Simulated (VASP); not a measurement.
**SrTiO3 (Tausonite): input slips in a relaxation and what they do**

Some relaxations of SrTiO3 (Tausonite) get a fault in the input on purpose. Which of them show, and how? The starting structure is a measured crystal structure from the Crystallography Open Database. The first relaxation on each setting starts from this cell expanded by 3 % in volume.

Main program and level: VASP 6.6.1; Kohn-Sham DFT with plane waves and PAW; PBEsol.

## 1. The structure

The structure is cubic, space group Pm-3m (No. 221). Conventional cell: a = 3.905 Å, b = 3.905 Å, c = 3.905 Å, α = 90.00°, β = 90.00°, γ = 90.00°. Sr has 12 O at 2.76 Å nearest. Nearest to Ti lie 6 O at 1.95 Å. Nearest to O lie 2 Ti at 1.95 Å and 4 Sr at 2.76 Å. Farther neighbours and most contacts between anions are not listed.

As a file:

```xyz
5
Lattice="3.9053 0.0000 0.0000 0.0000 3.9053 0.0000 0.0000 0.0000 3.9053" Properties=species:S:1:pos:R:3 pbc="T T T"
Sr    1.9526    1.9526    1.9526
Ti    0.0000    0.0000    0.0000
O     0.0000    0.0000    1.9526
O     0.0000    1.9526    0.0000
O     1.9526    0.0000    0.0000
```

## 2. Reference relaxation

This run starts from the cell of an earlier relaxation, which isn't shown; the restart sets up the plane waves anew.

Input file INCAR:

```
SYSTEM = SrTiO3
PREC = Accurate
ENCUT = 520
EDIFF = 1E-06
NELM = 100
ISMEAR = 0
SIGMA = 0.03
LREAL = .FALSE.
ALGO = Normal
GGA = PS
NBANDS = 26
LASPH = .TRUE.
LORBIT = 11
LWAVE = .FALSE.
LCHARG = .FALSE.
KPAR = 16
IBRION = 2
NSW = 50
ISIF = 3
EDIFFG = -0.006
```

Input file POSCAR:

```
SrTiO3
1.0
    3.8961433073      0.0000000000      0.0000000000
    0.0000000000      3.8961433073      0.0000000000
    0.0000000000      0.0000000000      3.8961433073
Sr Ti O
1 1 3
Direct
    0.5000000000      0.5000000000      0.5000000000
    0.0000000000      0.0000000000      0.0000000000
    0.0000000000      0.0000000000      0.5000000000
    0.0000000000      0.5000000000      0.0000000000
    0.5000000000      0.0000000000      0.0000000000
```

Input file KPOINTS:

```
Automatic mesh
0
Gamma
6 6 6
0 0 0
```

The projector-augmented-wave data sets are Sr_sv, Ti_sv and O (PBE family, release 64).

Started as:

```console
mpirun -np 16 vasp_std
```

What it wrote:

```text
[banner, memory and clock lines left out]
running   16 mpi-ranks, on    1 nodes
 distrk:  each k-point on    1 cores,   16 groups
 distr:  one band on    1 cores,    1 groups

 POSCAR found type information on POSCAR SrTiO
 POSCAR found :  3 types and       5 ions
|                                                                             |
|           W    W    AA    RRRRR   N    N  II  N    N   GGGG   !!!           |
|           W    W   A  A   R    R  NN   N  II  NN   N  G    G  !!!           |
|           W    W  A    A  R    R  N N  N  II  N N  N  G       !!!           |
|           W WW W  AAAAAA  RRRRR   N  N N  II  N  N N  G  GGG   !            |
|           WW  WW  A    A  R   R   N   NN  II  N   NN  G    G                |
|           W    W  A    A  R    R  N    N  II  N    N   GGGG   !!!           |
|                                                                             |
|     For optimal performance we recommend to set                             |
|       NCORE = 2 up to number-of-cores-per-socket                            |
|     NCORE specifies how many cores store one orbital (NPAR=cpu/NCORE).      |
|     This setting can greatly improve the performance of VASP for DFT.       |
|     The default, NCORE=1 might be grossly inefficient on modern             |
|     multi-core architectures or massively parallel machines. Do your        |
|     Unfortunately you need to use the default for GW and RPA                |
|     calculations (for HF NCORE is supported but not extensively tested      |
|     yet).                                                                   |
|                                                                             |

|                                                                             |
|               ----> ADVICE to this user running VASP <----                  |
|                                                                             |
|     You enforced a specific xc type in the INCAR file but a different       |
|     [... a line on the potential file left out ...]
|     I HOPE YOU KNOW WHAT YOU ARE DOING!                                     |
|                                                                             |

 LDA part: xc-table for (Slater+PW92), standard interpolation
 POSCAR, INCAR and KPOINTS ok, starting setup
 FFT: planning ... GRIDC
 FFT: planning ... GRID_SOFT
 FFT: planning ... GRID
 WAVECAR not read
 entering main loop
       N       E                     dE             d eps       ncg     rms          rms(c)
DAV:   1     0.429200687408E+03    0.42920E+03   -0.20733E+04  1040   0.167E+03
DAV:   2    -0.447431970428E+01   -0.43368E+03   -0.42132E+03  1200   0.460E+02
DAV:   3    -0.491368976958E+02   -0.44663E+02   -0.44286E+02  1200   0.144E+02
DAV:   4    -0.515959483501E+02   -0.24591E+01   -0.24564E+01  1836   0.299E+01
DAV:   5    -0.516278509574E+02   -0.31903E-01   -0.31870E-01  1358   0.312E+00    0.271E+01
DAV:   6    -0.420632106830E+02    0.95646E+01   -0.55679E+01  1528   0.683E+01    0.157E+01
DAV:   7    -0.420956821060E+02   -0.32471E-01   -0.76243E+00  1330   0.204E+01    0.112E+01
DAV:   8    -0.421204774202E+02   -0.24795E-01   -0.19098E+00  1346   0.143E+01    0.317E+00
DAV:   9    -0.420237951967E+02    0.96682E-01   -0.46103E-01  1326   0.698E+00    0.102E+00
DAV:  10    -0.420281891195E+02   -0.43939E-02   -0.15478E-01  1266   0.248E+00    0.988E-01
DAV:  11    -0.420160772077E+02    0.12112E-01   -0.43611E-02  1566   0.200E+00    0.205E-01
DAV:  12    -0.420158863893E+02    0.19082E-03   -0.29240E-03  1228   0.447E-01    0.973E-02
DAV:  13    -0.420158672581E+02    0.19131E-04   -0.67316E-04  1712   0.204E-01    0.503E-02
DAV:  14    -0.420158721255E+02   -0.48674E-05   -0.10190E-04  1296   0.114E-01    0.257E-02
DAV:  15    -0.420158669849E+02    0.51406E-05   -0.51505E-05  1456   0.674E-02    0.202E-02
DAV:  16    -0.420158656906E+02    0.12943E-05   -0.87430E-06  1212   0.376E-02    0.500E-03
DAV:  17    -0.420158656804E+02    0.10256E-07   -0.52042E-07   832   0.762E-03
   1 F= -.42015866E+02 E0= -.42015866E+02  d E =-.420159E+02
 curvature:   0.00 expect dE= 0.000E+00 dE for cont linesearch  0.000E+00
 trial: gam= 0.00000 g(F)=  0.000E+00 g(S)=  0.246E-05 ort = 0.000E+00 (trialstep = 0.100E+01)
 search vector abs. value=  0.246E-05
 reached required accuracy - stopping structural energy minimisation
```

Wall time 29 s (16 MPI ranks of AMD EPYC 7571, shared host); peak memory 2.8 GiB.

The logs omit lines about the potential files and the build; timing stands in the text.

OUTCAR, selected parts (step 2):

```text
ion  position               nearest neighbor table
   1  0.500  0.500  0.500-   3 2.75   4 2.75   5 2.75   4 2.75   5 2.75   3 2.75   5 2.75   5 2.75
                             3 2.75   4 2.75   4 2.75   3 2.75   2 3.37   2 3.37   2 3.37   2 3.37
   2  0.000  0.000  0.000-   3 1.95   4 1.95   5 1.95   3 1.95   4 1.95   5 1.95   1 3.37   1 3.37
                             1 3.37   1 3.37   1 3.37   1 3.37   1 3.37   1 3.37
   3  0.000  0.000  0.500-   2 1.95   2 1.95   1 2.75   1 2.75   1 2.75   1 2.75
   4  0.000  0.500  0.000-   2 1.95   2 1.95   1 2.75   1 2.75   1 2.75   1 2.75
   5  0.500  0.000  0.000-   2 1.95   2 1.95   1 2.75   1 2.75   1 2.75   1 2.75

  LATTYP: Found a simple cubic cell.
 ALAT       =     3.8961433073

 Subroutine GETGRP returns: Found 48 space group operations
 (whereof 48 operations were pure point group operations)

The static configuration has the point symmetry O_h .

 Found     20 irreducible k-points:

   k-points           NKPTS =     20   k-points in BZ     NKDIM =     20   number of bands    NBANDS=     26

   dimension x,y,z NGX =    30 NGY =   30 NGZ =   30
   dimension x,y,z NGXF=    60 NGYF=   60 NGZF=   60

   ENCUT  =  520.0 eV  38.22 Ry    6.18 a.u.   7.24  7.24  7.24*2*pi/ulx,y,z

   NELECT =      40.0000    total number of electrons

 k-points in reciprocal lattice and weights: Automatic mesh
   0.00000000  0.00000000  0.00000000       0.005
   0.16666667  0.00000000  0.00000000       0.028
   0.33333333  0.00000000  0.00000000       0.028
   0.50000000  0.00000000  0.00000000       0.014
   0.16666667  0.16666667  0.00000000       0.056
   0.33333333  0.16666667  0.00000000       0.111
   0.50000000  0.16666667  0.00000000       0.056
   0.33333333  0.33333333  0.00000000       0.056
   0.50000000  0.33333333  0.00000000       0.056
[...]
0.50000000  0.50000000  0.33333333       0.028
   0.50000000  0.50000000  0.50000000       0.005

 average (electrostatic) potential at core
       1 -34.2453       2 -76.1795       3 -69.4557       4 -69.4557       5 -69.4557

 E-fermi :   4.2611

 k-point     1 :       0.0000    0.0000    0.0000
  band No.  band energies     occupation
    ...
     16       2.8833      2.00000
     17       2.8833      2.00000
     18       3.7269      2.00000
     19       3.7269      2.00000
     20       3.7269      2.00000
     21       5.8939      0.00000
     22       5.8939      0.00000
     23       5.8939      0.00000
     24       8.4631      0.00000
     25       8.4631      0.00000
    ...

 k-point     2 :       0.1667    0.0000    0.0000
  band No.  band energies     occupation
    ...
     16       2.5305      2.00000
     17       2.6389      2.00000
     18       2.9533      2.00000
     19       3.5740      2.00000
     20       3.5740      2.00000
     21       5.9374      0.00000
     22       6.4918      0.00000
     23       6.4918      0.00000
     24       8.4714      0.00000
     25       9.2085      0.00000
    ...

 k-point     3 :       0.3333    0.0000    0.0000
  band No.  band energies     occupation
    ...
     16       1.9430      2.00000
     17       1.9430      2.00000
     18       2.2158      2.00000
     19       3.4052      2.00000
     20       3.4052      2.00000
     21       6.0278      0.00000
     22       7.4567      0.00000
     23       7.4567      0.00000
     24       8.4799      0.00000
     25      10.2566      0.00000
    ...

  Total       -0.0092188     -0.0092188     -0.0092188      0.0000000      0.0000000     -0.0000000
  in kB       -0.2497359     -0.2497359     -0.2497359      0.0000000      0.0000000     -0.0000000
  external PRESSURE =      -0.2497359 kB  Pullay stress =       0.0000000 kB

  energy-cutoff  :      520.00
  volume of cell :       59.14
      direct lattice vectors                 reciprocal lattice vectors
     3.896143307  0.000000000  0.000000000     0.256664070  0.000000000  0.000000000
     0.000000000  3.896143307  0.000000000     0.000000000  0.256664070  0.000000000
     0.000000000  0.000000000  3.896143307     0.000000000  0.000000000  0.256664070

 POSITION                                       TOTAL-FORCE (eV/Angst)
 -----------------------------------------------------------------------------------
      1.94807      1.94807      1.94807         0.000000      0.000000      0.000000
      0.00000      0.00000      0.00000         0.000000      0.000000      0.000000
      0.00000      0.00000      1.94807         0.000000      0.000000      0.000000
      0.00000      1.94807      0.00000         0.000000      0.000000      0.000000
      1.94807      0.00000      0.00000         0.000000      0.000000      0.000000
 -----------------------------------------------------------------------------------
    total drift:                                0.000000     -0.000000      0.000000

  FREE ENERGIE OF THE ION-ELECTRON SYSTEM (eV)
  ---------------------------------------------------
  free  energy   TOTEN  =       -42.0158656804 eV

  energy  without entropy=      -42.0158656804  energy(sigma->0) =      -42.01586568

 reached required accuracy - stopping structural energy minimisation

 total charge
# of ion       s       p       d       tot
------------------------------------------
    1        1.997   5.762   0.208   7.967
    2        2.236   6.332   1.781  10.349
    3        1.560   3.475   0.000   5.035
    4        1.560   3.475   0.000   5.035
    5        1.560   3.475   0.000   5.035
--------------------------------------------------
tot          8.913  22.519   1.989  33.421

[... 3 further parts left out ...]
```

CONTCAR:

```
SrTiO3
   1.00000000000000
     3.8961433073000000    0.0000000000000000    0.0000000000000000
     0.0000000000000000    3.8961433073000000    0.0000000000000000
     0.0000000000000000    0.0000000000000000    3.8961433073000000
  Sr              Ti              O
     1     1     3
Direct
     0.5000000000000000    0.5000000000000000    0.5000000000000000
     0.0000000000000000    0.0000000000000000    0.0000000000000000
     0.0000000000000000    0.0000000000000000    0.5000000000000000
     0.0000000000000000    0.5000000000000000    0.0000000000000000
     0.5000000000000000    0.0000000000000000    0.0000000000000000
```

The PAW data sets were made with PBE, which is usual practice but a small mismatch for other functionals. The run keeps the 48 symmetry operations of its start, so it cannot find a distortion of lower symmetry.

The reference relaxation ends at 11.829 Å³ an atom. Pressures at 0.985 and 1.015 times this volume, from two more relaxations that aren't shown, give a bulk modulus of 185.0 GPa.

## 3. Relaxation with a leftover external pressure of 100 kbar

A slip made on purpose: a leftover external pressure of 100 kbar. Against step 2 the input has PSTRESS = 100 (also changed: NELM).

Changes to INCAR since step 2:

```diff
@@ -4,3 +4,3 @@
 EDIFF = 1E-06
-NELM = 100
+NELM = 60
 ISMEAR = 0
@@ -20 +20,2 @@
 EDIFFG = -0.006
+PSTRESS = 100
```

Changes to POSCAR since step 2:

```diff
@@ -2,5 +2,5 @@
 1.0
-    3.8961433073      0.0000000000      0.0000000000
-    0.0000000000      3.8961433073      0.0000000000
-    0.0000000000      0.0000000000      3.8961433073
+    3.9439486534      0.0000000000      0.0000000000
+    0.0000000000      3.9439486534      0.0000000000
+    0.0000000000      0.0000000000      3.9439486534
 Sr Ti O
```

KPOINTS is that of step 2.

Started as:

```console
mpirun -np 16 vasp_std
```

What it wrote:

```text
[banner, memory and clock lines left out]
running   16 mpi-ranks, on    1 nodes
[...]
[... a notice as in an earlier step ...]

 [... a notice as in an earlier step ...]

 LDA part: xc-table for (Slater+PW92), standard interpolation
 POSCAR, INCAR and KPOINTS ok, starting setup
[...]
entering main loop
       N       E                     dE             d eps       ncg     rms          rms(c)
DAV:   1     0.418118832598E+03    0.41812E+03   -0.21005E+04  1040   0.167E+03
DAV:   2    -0.119684912746E+02   -0.43009E+03   -0.41691E+03  1254   0.451E+02
DAV:   3    -0.493808441051E+02   -0.37412E+02   -0.37224E+02  1198   0.136E+02
DAV:   4    -0.517135808078E+02   -0.23327E+01   -0.23300E+01  1816   0.280E+01
[...]
DAV:  14    -0.419736249268E+02   -0.45138E-05   -0.21090E-04  1410   0.137E-01    0.300E-02
DAV:  15    -0.419736159974E+02    0.89294E-05   -0.59796E-05  1484   0.695E-02    0.177E-02
DAV:  16    -0.419736156009E+02    0.39649E-06   -0.77170E-06  1226   0.274E-02
   1 F= -.38144635E+02 E0= -.38144635E+02  d E =-.381446E+02
[... from here on, the cycles between the ionic steps are left out ...]
   2 F= -.37988201E+02 E0= -.37988201E+02  d E =0.156434E+00
   3 F= -.38418656E+02 E0= -.38418656E+02  d E =-.274021E+00
   4 F= -.38418783E+02 E0= -.38418783E+02  d E =-.274148E+00
[...]
reached required accuracy - stopping structural energy minimisation
```

Wall time 64 s (16 MPI ranks); peak memory 3.1 GiB; 16 min of CPU time.

Parts of OUTCAR (step 3):

```text
  Total        3.5066770      3.5066770      3.5066770      0.0000000      0.0000000     -0.0000000
  in kB       99.7394520     99.7394520     99.7394520      0.0000000      0.0000000     -0.0000000
  external PRESSURE =      -0.2605480 kB  Pullay stress =     100.0000000 kB

 POSITION                                       TOTAL-FORCE (eV/Angst)
 -----------------------------------------------------------------------------------
      1.91668      1.91668      1.91668        -0.000000      0.000000      0.000000
      0.00000      0.00000      0.00000         0.000000     -0.000000      0.000000
     -0.00000      0.00000      1.91668        -0.000000      0.000000      0.000000
      0.00000      1.91668      0.00000         0.000000     -0.000000      0.000000
      1.91668      0.00000     -0.00000         0.000000     -0.000000      0.000000
 -----------------------------------------------------------------------------------
    total drift:                               -0.000000     -0.000000      0.000000

  FREE ENERGIE OF THE ION-ELECTRON SYSTEM (eV)
  ---------------------------------------------------
  free  energy   TOTEN  =       -41.9346201566 eV

  energy  without entropy=      -41.9346201566  energy(sigma->0) =      -41.93462016

[... 2 parts as in an earlier step ...]

[... 2 further parts left out ...]
[key lines of the parts left out:]
E-fermi :   4.6705
```

With a leftover external pressure of 100 kbar the cell ends at 11.266 Å³ an atom, -4.76 % from the reference.

## 4. Relaxation with a k mesh far too coarse

A slip made on purpose: a k mesh far too coarse. Against step 2 the input has a 1×1×1 mesh (also changed: NELM, NCORE and KPAR).

Changes to INCAR since step 3:

```diff
@@ -15,3 +15,3 @@
 LCHARG = .FALSE.
-KPAR = 16
+NCORE = 4
 IBRION = 2
@@ -20,2 +20 @@
 EDIFFG = -0.006
-PSTRESS = 100
```

POSCAR is that of step 3.

Input file KPOINTS:

```
Automatic mesh
0
Gamma
1 1 1
0 0 0
```

Started as:

```console
mpirun -np 16 vasp_std
```

What it wrote:

```text
[banner, memory and clock lines left out]
running   16 mpi-ranks, on    1 nodes
[...]
[... a notice as in an earlier step ...]

 LDA part: xc-table for (Slater+PW92), standard interpolation
|                                                                             |
|           W    W    AA    RRRRR   N    N  II  N    N   GGGG   !!!           |
|           W    W   A  A   R    R  NN   N  II  NN   N  G    G  !!!           |
|           W    W  A    A  R    R  N N  N  II  N N  N  G       !!!           |
|           W WW W  AAAAAA  RRRRR   N  N N  II  N  N N  G  GGG   !            |
|           WW  WW  A    A  R   R   N   NN  II  N   NN  G    G                |
|           W    W  A    A  R    R  N    N  II  N    N   GGGG   !!!           |
|                                                                             |
|     The number of bands has been changed from the values supplied in        |
|     The orbitals not found in the WAVECAR file will be initialized with     |
|     random numbers, which is usually adequate. For correlated               |
[...]
5 F= 0.82781772E+02 E0= 0.82836334E+02  d E =0.108150E+03
[...]
N       E                     dE             d eps       ncg     rms          rms(c)
|                                                                             |
|     EEEEEEE  RRRRRR   RRRRRR   OOOOOOO  RRRRRR      ###     ###     ###     |
|     E        R     R  R     R  O     O  R     R     ###     ###     ###     |
|     E        R     R  R     R  O     O  R     R     ###     ###     ###     |
|     EEEEE    RRRRRR   RRRRRR   O     O  RRRRRR       #       #       #      |
|     E        R   R    R   R    O     O  R   R                               |
|     E        R    R   R    R   O     O  R    R      ###     ###     ###     |
|     EEEEEEE  R     R  R     R  OOOOOOO  R     R     ###     ###     ###     |
|                                                                             |
|     ERROR FEXCP: supplied Exchange-correletion table                        |
|      is too small, maximal index : 5542                                     |
|                                                                             |
|       ---->  I REFUSE TO CONTINUE WITH THIS SICK JOB ... BYE!!! <----       |
|                                                                             |

1
1
1
1
1
1
1
1
1
1
1
1
1
1
1
1
```

Run time: 65 s. Hardware: 16 MPI ranks.

The log as kept lacks single lines of electronic cycles.

VASP stopped with this message: “ERROR FEXCP: supplied Exchange-correletion table is too small, maximal index : 5542”.

(Part 1 of 2 ends here.)

[Lines on the potential files, build, host, timing and source positions are cut from VASP's logs without a mark.]

[Logs are printed without paths, hosts, clocks, repeated set-up lines and the standing remarks that a program may print on its own settings, such as how far it seeks lower states.]

[Hosts, paths, dates, database ids (printed as entryN), source tags and the programs' standing remarks are cut or masked in the printed files.]
